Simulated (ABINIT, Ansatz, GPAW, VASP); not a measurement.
# One structure in several programs: HfAu (P4/nmm, 4 atoms in the cell)

Self-consistent single point.

```
CELL_PARAMETERS angstrom
      3.48386     0.00000     0.00000
      0.00000     3.48386     0.00000
      0.00000     0.00000     6.32052
ATOMIC_POSITIONS crystal
  Hf 0.00000 0.50000 0.85158
  Hf 0.50000 0.00000 0.14842
  Au 0.00000 0.50000 0.37143
  Au 0.50000 0.00000 0.62857
```

Shared settings, as Ansatz (an electronic-structure program) writes them: kpoints.mp_grid.grid = 5 5 3; scf.occupations.method = gaussian; scf.occupations.width = 0.1 eV. Potentials and cutoffs stand in the table.

```
code                                                                             model  pressure (GPa)  largest force (eV/Å)   cutoff
------  ------------------------------------------------------------------------------  --------------  --------------------  -------
ABINIT  PBEsol, norm-conserving pseudopotentials (PseudoDojo nc-sr-04 PBEsol standard)           -2.92                 0.033    38 Ha
Ansatz                                                 PBEsol, PAW files made with PBE           -2.90                 0.057  default
VASP                                        PBEsol, VASP's PBE PAW potentials (set 64)           -4.10                 0.016   300 eV
GPAW                             PBEsol, GPAW PAW datasets PBEsol (made by gpaw-setup)           -2.04                 0.107   600 eV
```

On Ansatz's run: spin-orbit coupling is off.

The spread over the programs that give each value: pressure within 2.06 GPa; largest force within 0.091 eV/Å.

Ansatz's pressure is given at a fixed set of plane waves, as the other plane-wave codes print theirs; with its correction for the finite basis it is -2.86 GPa. In the pressure, VASP (by 1.19) lies more than 1 GPa from the median of the plane-wave programs.

On the base mesh (8 8 4) the same programs gave: Ansatz pressure -2.67 GPa; GPAW pressure -1.81 GPa; ABINIT pressure -2.69 GPa; VASP pressure -3.85 GPa.

VASP's run is marked for a possible Pulay error in its stress at this cutoff; no cutoff test was made.

The starting cell comes from a database of computed structures (which also holds hypothetical and non-ambient phases and stackings), without a prior relaxation at this level.

Left out of this page: Quantum ESPRESSO, Elk, FLEUR and SIESTA (not drawn, or without a comparable value); CP2K (on another mesh).

Keys are those of Ansatz 0.2.
